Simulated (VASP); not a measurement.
Method: r2SCAN meta-GGA, VASP's PBE PAW potentials (set 64) (plane waves; VASP 6.6.1).

VASP input:

**KPOINTS**
```
Automatic mesh
0
Gamma
9 9 5
0 0 0
```

**INCAR**
```
! general
SYSTEM  = TiTe2
PREC    = Accurate
ENCUT   = 400
LREAL   = .FALSE.   ! projection in real space or not
LASPH   = .TRUE.   ! aspherical one-centre terms

! electronic loop
EDIFF   = 1E-6
NELM    = 100
ALGO    = Normal   ! blocked Davidson
LMAXMIX = 4   ! l cut-off of mixed one-centre charges
LMIXTAU = .TRUE.

! smearing
ISMEAR  = 1   ! Methfessel-Paxton
SIGMA   = 0.1   ! width (eV)

! functional
METAGGA = R2SCAN

! ions
IBRION  = 2   ! conjugate gradients
NSW     = 60   ! most ionic steps
ISIF    = 3   ! ions, shape and volume
EDIFFG  = -0.02

! output
LWAVE   = .FALSE.
LCHARG  = .FALSE.
```

File POSCAR:
```
TiTe2
1
    3.7310071292     0.0000000261    -0.0000000000
   -1.8655040204     3.2311469638     0.0000000000
   -0.0000000000     0.0000000000     6.3424489740
Ti Te
1 2
Direct
  0.0000000000   0.0000000000   0.0000000000
  0.3333330000   0.6666670000   0.2671652071
  0.6666670000   0.3333330000   0.7328347929
```

POTCAR, in this order: Ti_sv Te (PBE.64 set). Program: vasp_std.

Energy and stress use the plane-wave basis of the starting cell. Unless said otherwise, spin-orbit coupling is left out, though it shifts the bands of the heavy elements here.

Problem. What does the run give for the energy per atom (σ→0), volume per atom, band gap (on the k-mesh)?

Solution. 
* **energy per atom (σ→0)**: -22.093 eV/atom
* **band gap (on the k-mesh)**: none (metal, semimetal or under 0.01 eV)
* **volume per atom**: 28.24 Å³/atom

### OSZICAR
```
...
DAV:   3    -0.662782151809E+02    0.62480E-02   -0.65935E-02  2152   0.156E+00    0.211E-01
DAV:   4    -0.662776250335E+02    0.59015E-03   -0.39979E-03  2288   0.478E-01    0.113E-01
DAV:   5    -0.662775229589E+02    0.10207E-03   -0.51907E-04  1824   0.197E-01    0.456E-02
DAV:   6    -0.662775950214E+02   -0.72063E-04   -0.65638E-04  1720   0.204E-01    0.169E-02
DAV:   7    -0.662776554893E+02   -0.60468E-04   -0.16542E-04  1768   0.106E-01    0.201E-02
DAV:   8    -0.662776747296E+02   -0.19240E-04   -0.23597E-05  1784   0.425E-02    0.728E-03
DAV:   9    -0.662776738762E+02    0.85336E-06   -0.59711E-06  1816   0.236E-02
   8 F= -.66277674E+02 E0= -.66277778E+02  d E =-.125635E-01
```

The structure was generated: TiTe2 was put into the CdI2 type (P-3m1), which need not be its known phase. This run relaxes it. Symmetry was kept, so distortions that lower it aren't found. The start is the result of an earlier pass.
